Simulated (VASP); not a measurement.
Input of a VASP 6.6.1 run:

Contents of INCAR:

```
SYSTEM = CdCuH4
PREC = Accurate
ENCUT = 600
EDIFF = 1E-6
ISMEAR = 0
SIGMA = 0.1
LREAL = .False.
LASPH = .True.
NELM = 80
ALGO = Normal
ISIF = 3
LWAVE = .False.
LCHARG = .False.
GGA = PE
IBRION = 2
NSW = 90
EDIFFG = -0.04
```

File KPOINTS:

```
Automatic mesh
0
Gamma
  6 6 4
  0 0 0
```

The input POSCAR:

```
CdCuH4
1.0
    3.1931102811      0.0000000000      0.0000000000
    0.0000000000      3.1931102811      0.0000000000
    0.0000000000      0.0000000000      6.0237590033
Cd Cu H
1 1 4
Direct
    0.5000000000      0.5000000000      0.5000000000
    0.0000000000      0.0000000000      0.0000000000
    0.0000000000      0.0000000000      0.7289441380
    0.5000000000      0.0000000000      0.0000000000
    0.0000000000      0.5000000000      0.0000000000
    0.0000000000      0.0000000000      0.2710558620
```

Potentials or basis: VASP PAW PBE potentials, release 64 (Cd, Cu, H).

The run is started by

```bash
$ cat potpaw_PBE.64/Cd/POTCAR potpaw_PBE.64/Cu/POTCAR potpaw_PBE.64/H/POTCAR > POTCAR
$ mpirun -np 1 vasp_std > vasp.out
```

Task: Estimate the band gap on the k mesh.

Result: None (metal or under the smearing width).

Task: What does it give for the space group after relaxing (to 0.05 Å)?

Result: P4/mmm (No. 123).

Task: Estimate the relaxed cell.

Result: a = 3.193 Å, b = 3.193 Å, c = 5.938 Å, α = 90.00°, β = 90.00°, γ = 90.00°.

Task: What does it give for the relaxed volume?

Result: 10.09 Å³/atom.

Step by step:
```
step  energy change (eV)  largest force (eV/Å)  pressure (GPa)  volume (Å³)
   1              0.0000                0.2349           -1.01        61.42
   2             -0.0107                0.0894           -0.14        60.84
   3             -0.0121                0.0007            0.36        60.53
```
